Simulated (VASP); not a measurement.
Here is the system:

```
ZrS2
1.0
    1.87601    -3.24934     0.00000
    1.87601     3.24934     0.00000
    0.00000     0.00000     5.94145
Zr S
1 2
Direct
  0.00000   0.00000   0.00000
  0.33333   0.66667   0.24970
  0.66667   0.33333   0.75030
```

These are optB88-vdW, VASP's PBE PAW potentials (set 64) (plane waves; VASP) values and carry that method's errors. Settings: 520 eV cut-off, 7×7×4 Γ-centred mesh, Gaussian smearing of 0.050 eV, potentials Zr_sv S.

Q: The ions and cell shape at fixed volume are relaxed. What does this cell relax into?

A: 
```
ZrS2
1.0
    1.85080    -3.20568     0.00000
    1.85080     3.20568     0.00000
    0.00000     0.00000     6.10441
Zr S
1 2
Direct
  0.00000   0.00000   0.00000
  0.33333   0.66667   0.23772
  0.66667   0.33333   0.76228
```
Space group P-3m1 (164), at a tolerance of 0.03 Å.

Q: How much energy does the relaxation gain?

A: The energy (σ→0) changes by -16.5 meV/atom, in 6 ionic steps.

```csv
step,E(σ→0) (eV),max force (eV/Å),pressure (GPa),volume (Å³)
1,-15.7707,0.604,-4.91,72.44
2,-15.8000,0.327,-3.56,72.44
3,-15.8143,0.034,-1.77,72.44
4,-15.8143,0.054,-1.67,72.44
5,-15.8193,0.025,-1.38,72.44
6,-15.8202,0.004,-1.20,72.44
```

The compound is ZrS2 in the 1T layered structure. This cell is one point of a volume scan, at 1.06 of the reference volume. Symmetry was kept, so distortions that lower it aren't found.
